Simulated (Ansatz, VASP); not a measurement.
# Ni in two plane-wave programs, part 2 of 2

Aim: how closely do two programs agree when they are given the same cell, functional and k mesh? The structure shown is the end of the Ansatz relaxation below.

VASP 6.6.1 and Ansatz 0.2.0.

So far. Step 3 (VASP: single point, PBEsol, pair 1): The run ends at a pressure of 1.12 GPa.

**5. Ansatz: relaxation, PBEsol**

Level of this step: Ansatz beside VASP: Kohn-Sham DFT, plane waves, PBEsol (Ansatz).

This run makes the geometry at which the two programs are then compared. The cell compared in this pair holds 20.71 Å³, against 20.66 Å³ for the pair before.

The structure compared here is the end of the Ansatz relaxation.

input.yaml

```yaml
crystal:
  lattice:
    - [2.4546222525, 0.0, 0.0]
    - [0.0, 2.4546222525, 0.0]
    - [0.0, 0.0, 3.42807597]
  atoms:
    - { symbol: Ni, position: [0.0, 0.0, 0.0], spin: 0.7 }
    - { symbol: Ni, position: [0.5, 0.5, 0.5], spin: 0.7 }
magnetization:
  spin_polarized: true
kpoints:
  mp_grid: { grid: [18, 18, 13] }
scf:
  occupations: { method: fermi_dirac, width: 0.05 }
hamiltonian:
  xc: pbesol
  pseudopotentials: { kind: paw, azcp: { folder: soft_1 }, xc_functional: pbe }
basis:
  ecutwfc: 600
output:
  forces: true
  stress: true
relax:
  f_tol: 0.005
  max_steps: 70
  cell: { stress_tol: 0.02, p_target: 0, fix: [c, alpha, beta, gamma] }
```

Launch:

```
> ansatz run input.yaml --threads 4 --pin off --max-ram 10240MiB --backend cpu --events-out ev --progress --plain --runs-dir out
```

Numbers of over 12 decimals in the logs are rounded to 6 here.

The program printed:

```text
[...]
Crystal: 2 atoms, lattice volume = 20.655 Å³
Basis set: ecut = 600 eV, 673 PW (Γ), exchange–correlation on 40×40×60 points (8 copies of the dense FFT grid, shifted against one another)
Bands: 23, of which v1, the nominal top of the filled ones, is band 18 counted from 1 (17 counted from 0)
Symmetry: 32 space group operations
[...]
0.000000       0.003677       0.000000
        0.000000       0.000000       1.875931
  P = ⅓ Tr σ = 0.6278 GPa (6.278 kbar)
--- Relaxed structure (3 steps of the walk, 3 accepted, 1 SCFs on fresh bases) ---
[...]
cell:  # Å, volume = 20.7117 Å³
    - [2.458006, 0, 0.0]
    - [0, 2.458006, 0.0]
    - [0.0, 0.0, 3.42807597]
  atoms:
    - { symbol: Ni, position: [0.0, 0.0, 0.0] }
    - { symbol: Ni, position: [0.5, 0.5, 0.5] }
[key lines of the parts left out:]
SCF converged after 7 iterations
Magnetization: 1.2314 μB (18.6157 up, 17.3843 down)
Free energy (F): -11609.978342 eV
Fermi energy:    18.904156 eV
```

**6. VASP: single point, PBEsol, pair 2**

The same cell, functional, mesh and smearing now go to VASP, with its own data sets.

INCAR

```
SYSTEM = Ni
PREC = Accurate
ENCUT = 600
EDIFF = 1E-06
NELM = 200
ISMEAR = -1
SIGMA = 0.05
LREAL = .FALSE.
ALGO = Normal
GGA = PS
NBANDS = 18
ISPIN = 2
MAGMOM = 0.65 0.65
LASPH = .TRUE.
LMAXMIX = 4
LORBIT = 11
LWAVE = .FALSE.
LCHARG = .FALSE.
ISIF = 2
GGA_COMPAT = .FALSE.
KPAR = 2
```

POSCAR

```
Ni
1.0
    2.4580060824      0.0000000000      0.0000000000
    0.0000000000      2.4580060824      0.0000000000
    0.0000000000      0.0000000000      3.4280759700
Ni
2
Direct
    0.0000000000      0.0000000000      0.0000000000
    0.5000000000      0.5000000000      0.5000000000
```

KPOINTS

```
Automatic mesh
0
Gamma
18 18 13
0 0 0
```

The projector-augmented-wave data sets are Ni (PBE family, release 64).

Launch:

```
> mpirun -np 2 vasp_std
```

The program printed:

```text
[banner, memory and clock lines left out]
running    2 mpi-ranks, on    1 nodes
[...]
[... a notice as in an earlier step ...]

 LDA part: xc-table for (Slater+PW92), standard interpolation
 POSCAR, INCAR and KPOINTS ok, starting setup
[...]
entering main loop
       N       E                     dE             d eps       ncg     rms          rms(c)
DAV:   1     0.951545370355E+02    0.95155E+02   -0.97970E+03 29840   0.172E+03
DAV:   2    -0.104121249033E+02   -0.10557E+03   -0.98788E+02 27814   0.265E+02
DAV:   3    -0.146498388050E+02   -0.42377E+01   -0.41216E+01 30060   0.669E+01
DAV:   4    -0.147055086677E+02   -0.55670E-01   -0.55622E-01 31824   0.669E+00
[...]
DAV:  10    -0.122840242408E+02    0.12214E-02   -0.11764E-04 40132   0.158E-01    0.127E-01
DAV:  11    -0.122838235646E+02    0.20068E-03   -0.53156E-05 37164   0.983E-02    0.276E-02
DAV:  12    -0.122838238824E+02   -0.31787E-06   -0.41292E-06 32210   0.253E-02
   1 F= -.12283824E+02 E0= -.12270081E+02  d E =-.274866E-01  mag=     1.2129
```

OUTCAR, selected parts (step 6):

```text
  Total       -0.0074688     -0.0074688      0.2240882      0.0000000      0.0000000     -0.0000000
  in kB       -0.5777603     -0.5777603     17.3345756      0.0000000      0.0000000     -0.0000000
  external PRESSURE =       5.3930183 kB  Pullay stress =       0.0000000 kB

 POSITION                                       TOTAL-FORCE (eV/Angst)
 -----------------------------------------------------------------------------------
      0.00000      0.00000      0.00000        -0.000000     -0.000000     -0.000000
      1.22900      1.22900      1.71404         0.000000      0.000000      0.000000
 -----------------------------------------------------------------------------------
    total drift:                               -0.000000      0.000000      0.000000

  FREE ENERGIE OF THE ION-ELECTRON SYSTEM (eV)
  ---------------------------------------------------
  free  energy   TOTEN  =       -12.2838238824 eV

  energy  without entropy=      -12.2563373132  energy(sigma->0) =      -12.27008060

 magnetization (x)
# of ion       s       p       d       tot
------------------------------------------
    1       -0.006  -0.024   0.642   0.612
    2       -0.006  -0.024   0.642   0.612
--------------------------------------------------
tot         -0.013  -0.047   1.283   1.224

[... 1 part as in an earlier step ...]

[... 2 further parts left out ...]
[key lines of the parts left out:]
E-fermi :   9.9003
```

The run ends at a pressure of 0.54 GPa.

**7. Comparison**

What differs besides the data sets and the points named for the pairs above, as far as they apply: the data sets hold 36 valence electrons in Ansatz (on its PAW soft_1 files) and 20 in VASP. Total energies have different zeros and are not compared.

Both answers:

| quantity | Ansatz | VASP | difference |
| --- | --- | --- | --- |
| pressure (GPa) | 0.63 | 0.54 | +0.09 |
| total moment (μB) | 1.23 | 1.21 | +0.02 |
| moment on Ni1 (μB) | 0.65 | 0.61 | +0.04 |
| moment on Ni2 (μB) | 0.65 | 0.61 | +0.04 |

**8. Ansatz: relaxation, PBEsol**

This run makes the geometry at which the two programs are then compared. The cell compared in this pair holds 20.82 Å³, against 20.71 Å³ for the pair before.

The structure compared here is the end of the Ansatz relaxation.

input.yaml, as its differences from that of step 5:

```diff
@@ -2,5 +2,5 @@
   lattice:
-    - [2.4546222525, 0.0, 0.0]
-    - [0.0, 2.4546222525, 0.0]
-    - [0.0, 0.0, 3.42807597]
+    - [2.4423797475, 0.0, 0.0]
+    - [0.0, 2.4423797475, 0.0]
+    - [0.0, 0.0, 3.49733003]
   atoms:
```

Launch:

```
> ansatz run input.yaml --threads 4 --pin off --max-ram 10240MiB --backend cpu --events-out ev --progress --plain --runs-dir out
```

The program printed:

```text
[...]
Crystal: 2 atoms, lattice volume = 20.862 Å³
Basis set: ecut = 600 eV, 673 PW (Γ), exchange–correlation on 40×40×60 points (8 copies of the dense FFT grid, shifted against one another)
Bands: 23, of which v1, the nominal top of the filled ones, is band 18 counted from 1 (17 counted from 0)
Symmetry: 32 space group operations
[...]
-0.000000      -0.000000      -1.820539
  P = ⅓ Tr σ = -0.6096 GPa (-6.096 kbar)
--- Relaxed structure (3 steps of the walk, 3 accepted, 1 SCFs on fresh bases) ---
[...]
cell:  # Å, volume = 20.8249 Å³
    - [2.440188, 0, 0.0]
    - [0, 2.440188, 0.0]
    - [0.0, 0.0, 3.49733003]
  atoms:
    - { symbol: Ni, position: [0.0, 0.0, 0.0] }
    - { symbol: Ni, position: [0.500000, 0.500000, 0.5] }
[key lines of the parts left out:]
SCF converged after 7 iterations
Magnetization: 1.2402 μB (18.6201 up, 17.3799 down)
Free energy (F): -11609.978496 eV
Fermi energy:    18.775378 eV
```

**9. VASP: single point, PBEsol, pair 3**

The same cell, functional, mesh and smearing now go to VASP, with its own data sets.

INCAR is that of step 6.

POSCAR

```
Ni
1.0
    2.4401875364      0.0000000000      0.0000000000
    0.0000000000      2.4401875364      0.0000000000
    0.0000000000      0.0000000000      3.4973300300
Ni
2
Direct
    0.0000000000      0.0000000000      0.0000000000
    0.5000000000      0.5000000000      0.5000000000
```

KPOINTS is that of step 6.

Launch:

```
> mpirun -np 2 vasp_std
```

The program printed:

```text
[... set-up lines as in an earlier step ...]
 entering main loop
       N       E                     dE             d eps       ncg     rms          rms(c)
DAV:   1     0.950630291945E+02    0.95063E+02   -0.98154E+03 29928   0.171E+03
DAV:   2    -0.103617046613E+02   -0.10542E+03   -0.98551E+02 27820   0.264E+02
DAV:   3    -0.146516735548E+02   -0.42900E+01   -0.41697E+01 30070   0.670E+01
DAV:   4    -0.147076535008E+02   -0.55980E-01   -0.55943E-01 32164   0.673E+00
[...]
DAV:  10    -0.122840260534E+02    0.12312E-02   -0.11670E-04 39932   0.160E-01    0.131E-01
DAV:  11    -0.122838157086E+02    0.21034E-03   -0.56218E-05 37150   0.103E-01    0.278E-02
DAV:  12    -0.122838153664E+02    0.34218E-06   -0.40570E-06 32336   0.253E-02
   1 F= -.12283815E+02 E0= -.12269968E+02  d E =-.276952E-01  mag=     1.2203
```

Parts of OUTCAR (step 9):

```text
  Total       -0.0151438     -0.0151438     -0.2473910      0.0000000      0.0000000      0.0000000
  in kB       -1.1650963     -1.1650963    -19.0331862      0.0000000      0.0000000      0.0000000
  external PRESSURE =      -7.1211263 kB  Pullay stress =       0.0000000 kB

 POSITION                                       TOTAL-FORCE (eV/Angst)
 -----------------------------------------------------------------------------------
      0.00000      0.00000      0.00000         0.000000      0.000000      0.000000
      1.22009      1.22009      1.74867        -0.000000     -0.000000     -0.000000
 -----------------------------------------------------------------------------------
    total drift:                               -0.000000      0.000000      0.000000

  FREE ENERGIE OF THE ION-ELECTRON SYSTEM (eV)
  ---------------------------------------------------
  free  energy   TOTEN  =       -12.2838153664 eV

  energy  without entropy=      -12.2561201651  energy(sigma->0) =      -12.26996777

 magnetization (x)
# of ion       s       p       d       tot
------------------------------------------
    1       -0.006  -0.024   0.646   0.616
    2       -0.006  -0.024   0.646   0.616
--------------------------------------------------
tot         -0.013  -0.047   1.292   1.232

[... 1 part as in an earlier step ...]

[... 2 further parts left out ...]
[key lines of the parts left out:]
E-fermi :   9.8193
```

The run ends at a pressure of -0.71 GPa.

**10. Differences**

What differs besides the data sets and the points named for the pairs above, as far as they apply: the data sets hold 36 valence electrons in Ansatz (on its PAW soft_1 files) and 20 in VASP. Total energies have different zeros and are not compared.

Compared:

| quantity | Ansatz | VASP | difference |
| --- | --- | --- | --- |
| pressure (GPa) | -0.61 | -0.71 | +0.10 |
| total moment (μB) | 1.24 | 1.22 | +0.02 |
| moment on Ni1 (μB) | 0.66 | 0.62 | +0.04 |
| moment on Ni2 (μB) | 0.66 | 0.62 | +0.04 |

**11. Summary of results**

- difference in total moment (single point, PBEsol, pair 1): 0.018 μB
- difference in total moment (single point, PBEsol, pair 2): 0.019 μB
- difference in total moment (single point, PBEsol, pair 3): 0.020 μB

The difference in total moment is 0.018 μB (single point, PBEsol, pair 1). The data sets hold unlike numbers of valence electrons (36 in Ansatz and 20 in VASP), so part of the differences may come from the potentials. 2 further pairs of this series are not shown here. How closely two codes agree says nothing of how well the functional describes the real material.

[Lines on the potential files, build, host, timing and source positions are cut from VASP's logs without a mark.]

[Logs are printed without paths, hosts, clocks, repeated set-up lines and the standing remarks that a program may print on its own settings, such as how far it seeks lower states.]

[Hosts, paths, dates, database ids (printed as entryN), source tags and the programs' standing remarks are cut or masked in the printed files.]
